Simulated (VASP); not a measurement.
Given:

```
CELL_PARAMETERS angstrom
      5.13572     0.00000     0.00000
      2.56786     4.44767     0.00000
      0.00000     0.00000    20.37334
ATOMIC_POSITIONS crystal
  Cu 0.00000 0.00000 0.34848
  Cu 0.49992 0.00016 0.34702
  Cu 0.00016 0.49992 0.34702
  Cu 0.49992 0.49992 0.34702
  Cu 0.16717 0.16717 0.44948
  Cu 0.66566 0.16717 0.44948
  Cu 0.16717 0.66566 0.44948
  Cu 0.66667 0.66667 0.44899
  Cu 0.83345 0.33310 0.55112
  Cu 0.33333 0.33333 0.55206
  Cu 0.83345 0.83345 0.55112
  Cu 0.33310 0.83345 0.55112
  Cu 0.00000 0.00000 0.65383
  Cu 0.49997 0.00006 0.65343
  Cu 0.00006 0.49997 0.65343
  Cu 0.49997 0.49997 0.65343
  H  0.00000 0.00000 0.72832
```

All values below come from PBE GGA, VASP's PBE PAW potentials (set 64) (plane waves; VASP 6.6.1). Settings: PREC = Normal, 400 eV cut-off, 6×6×1 Γ-centred mesh, first-order Methfessel-Paxton smearing of 0.10 eV, potentials Cu H.

### Question
Predict the energy per atom (σ→0), band gap (on the k-mesh) with the smallest direct gap where there is one.

### Answer

```
Quantity                                                     Value
------------------------  ----------------------------------------
band gap (on the k-mesh)  none (metal, semimetal or under 0.01 eV)
energy per atom (σ→0)                               -3.464 eV/atom
```

The absolute energy has meaning only against runs of the same code, potentials and settings.

The cell is a thin slab with vacuum, built from Cu (fcc): (111) face, H adsorbed.
